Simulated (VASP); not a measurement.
Calculation: LDA (Ceperley-Alder, Perdew-Zunger), VASP's LDA PAW potentials (set 64) (plane waves; VASP 6.6.1).

VASP ran on this input.

**POSCAR**
```
AuAl2
1
    0.0000000000     2.9790735882     2.9790735882
    2.9790735882     0.0000000000     2.9790735882
    2.9790735882     2.9790735882     0.0000000000
Al Au
2 1
Direct
  0.2500000000   0.2500000000   0.2500000000
  0.7500000000   0.7500000000   0.7500000000
  0.0000000000   0.0000000000   0.0000000000
```

### INCAR
```
LWAVE = F
SYSTEM = AuAl2
LREAL = F
NELM = 100
LMAXMIX = 6   # l cut-off of mixed one-centre charges
LORBIT = 11
LCHARG = T
EDIFF = 1E-7
NEDOS = 601
ISMEAR = -5   # tetrahedra, Bloechl
ISIF = 2   # forces and stress, cell fixed
LASPH = T   # aspherical one-centre terms
ALGO = Normal   # blocked Davidson
PREC = Accurate
ENCUT = 520   # plane-wave cut-off (eV)
LEFG = T
```

KPOINTS:
```
Automatic mesh
0
Gamma
10 10 10
0 0 0
```

POTCAR, in this order: Al Au (LDA.64 set). Program: vasp_std.

What VASP printed:

OUTCAR:
```
 ion  position               nearest neighbor table
   1  0.250  0.250  0.250-   3 2.58   3 2.58   3 2.58   3 2.58   2 2.98   2 2.98   2 2.98   2 2.98
                             2 2.98   2 2.98
   2  0.750  0.750  0.750-   3 2.58   3 2.58   3 2.58   3 2.58   1 2.98   1 2.98   1 2.98   1 2.98
                             1 2.98   1 2.98
   3  0.000  0.000  0.000-   2 2.58   2 2.58   2 2.58   1 2.58   1 2.58   1 2.58   2 2.58   1 2.58
  LATTYP: Found a face centered cubic cell.
 ALAT       =     5.9581471764
 Subroutine PRICEL returns:
 Original cell was already a primitive cell.
 Subroutine GETGRP returns: Found 48 space group operations
The static configuration has the point symmetry O_h .
The dynamic configuration has the point symmetry O_h .
 Subroutine INISYM returns: Found 48 space group operations
 Subroutine IBZKPT returns following result:
 Found     47 irreducible k-points:

 Following reciprocal coordinates:
            Coordinates               Weight
  0.000000  0.000000  0.000000      1.000000
  0.100000  0.000000  0.000000      8.000000
  0.200000  0.000000  0.000000      8.000000
  0.300000  0.000000  0.000000      8.000000
  0.400000  0.000000  0.000000      8.000000
  0.500000  0.000000  0.000000      4.000000
...
```

**OSZICAR**
```
       N       E                     dE             d eps       ncg     rms          rms(c)
DAV:   1     0.602298645375E+02    0.60230E+02   -0.72401E+03  1160   0.118E+03
DAV:   2    -0.136176905434E+02   -0.73848E+02   -0.67760E+02  1296   0.206E+02
DAV:   3    -0.156416068205E+02   -0.20239E+01   -0.19978E+01  1432   0.336E+01
DAV:   4    -0.156564588872E+02   -0.14852E-01   -0.14812E-01  1340   0.340E+00
DAV:   5    -0.156566442281E+02   -0.18534E-03   -0.18561E-03  1420   0.387E-01    0.937E+00
DAV:   6    -0.144215307965E+02    0.12351E+01   -0.64570E+00  1280   0.286E+01    0.395E+00
DAV:   7    -0.143298934794E+02    0.91637E-01   -0.28545E-01  1212   0.638E+00    0.185E+00
DAV:   8    -0.142899629326E+02    0.39931E-01   -0.31344E-02  1324   0.125E+00    0.405E-01
DAV:   9    -0.142884778400E+02    0.14851E-02   -0.32120E-03  1320   0.656E-01    0.212E-01
DAV:  10    -0.142884983693E+02   -0.20529E-04   -0.14961E-04  1332   0.115E-01    0.388E-02
DAV:  11    -0.142884918417E+02    0.65277E-05   -0.73309E-06  1348   0.226E-02    0.126E-02
DAV:  12    -0.142884909948E+02    0.84682E-06   -0.97109E-07  1328   0.108E-02    0.286E-03
DAV:  13    -0.142884910102E+02   -0.15370E-07   -0.57183E-08   764   0.220E-03
   1 F= -.14288491E+02 E0= -.14288491E+02  d E =0.000000E+00
```

OUTCAR:
```
------------------------ aborting loop because EDIFF is reached ----------------------------------------
  FORCE on cell =-STRESS in cart. coord.  units (eV):
  Direction    XX          YY          ZZ          XY          YZ          ZX
  --------------------------------------------------------------------------------------
  Total        0.0037320      0.0037320      0.0037320     -0.0000000      0.0000000     -0.0000000
  in kB        0.1130768      0.1130768      0.1130768     -0.0000000      0.0000000     -0.0000000
  external PRESSURE =       0.1130768 kB  Pullay stress =       0.0000000 kB
  volume of cell :       52.88
      direct lattice vectors                 reciprocal lattice vectors
     0.000000000  2.979073588  2.979073588    -0.167837412  0.167837412  0.167837412
     2.979073588  0.000000000  2.979073588     0.167837412 -0.167837412  0.167837412
     2.979073588  2.979073588  0.000000000     0.167837412  0.167837412 -0.167837412
 POSITION                                       TOTAL-FORCE (eV/Angst)
 -----------------------------------------------------------------------------------
      1.48954      1.48954      1.48954        -0.000000      0.000000     -0.000000
      4.46861      4.46861      4.46861         0.000000      0.000000      0.000000
      0.00000      0.00000      0.00000        -0.000000     -0.000000     -0.000000
 -----------------------------------------------------------------------------------
    total drift:                                0.000000     -0.000000      0.000000
  FREE ENERGIE OF THE ION-ELECTRON SYSTEM (eV)
  ---------------------------------------------------
  free  energy   TOTEN  =       -14.2884910102 eV

  energy  without entropy=      -14.2884910102  energy(sigma->0) =      -14.28849101

 total charge

# of ion       s       p       d       tot
------------------------------------------
    1        0.402   0.373   0.000   0.775
    2        0.402   0.373   0.000   0.775
    3        0.770   0.720   8.555  10.045
--------------------------------------------------
tot          1.574   1.465   8.555  11.594
```
(Selected blocks of OUTCAR.)

For a metal the tetrahedron method with Blöchl corrections gives inexact stress and forces.

The compound is AuAl2 in the fluorite structure. It was relaxed first. The electron count is odd and the run is not spin-polarised, which forces a metal.
